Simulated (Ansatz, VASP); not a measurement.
# Two plane-wave programs on Al3Pd

```
CELL_PARAMETERS angstrom
2.92380 0.00000 0.00000
-1.46190 2.53209 0.00000
0.00000 0.00000 9.29871
ATOMIC_POSITIONS crystal
Al 0.66667 0.33333 0.00000
Al 0.66667 0.33333 0.71462
Al 0.66667 0.33333 0.28538
Pd 0.00000 0.00000 0.50000
```

Alike in both runs: functional PBE; k mesh 18 × 18 × 6; occupations gaussian, width 0.1 eV; no spin polarisation.

Ansatz relaxed the structure, and its values are those at the end. VASP's run is a single point on that final structure, the one shown.

|  | VASP | Ansatz |
| --- | --- | --- |
| version | VASP 6.6.1 | Ansatz 0.2.0 |
| potentials or method | VASP PAW PBE potentials, release 64 (Al, Pd) | scalar-relativistic, plane waves, PAW |
| plane-wave cutoff (eV) | 520 | 420 |
| valence electrons in the cell | 19 | 27 |

|  | VASP | Ansatz | Ansatz less VASP |
| --- | --- | --- | --- |
| gap on the k mesh at the Fermi level (eV) | none | none | - |
| pressure (GPa) | 0.0 | 0.0 | +0.03 |

A gap of «none» marks a metal or a gap that the smearing closes. The two sets of potentials don't hold the same shells in valence.
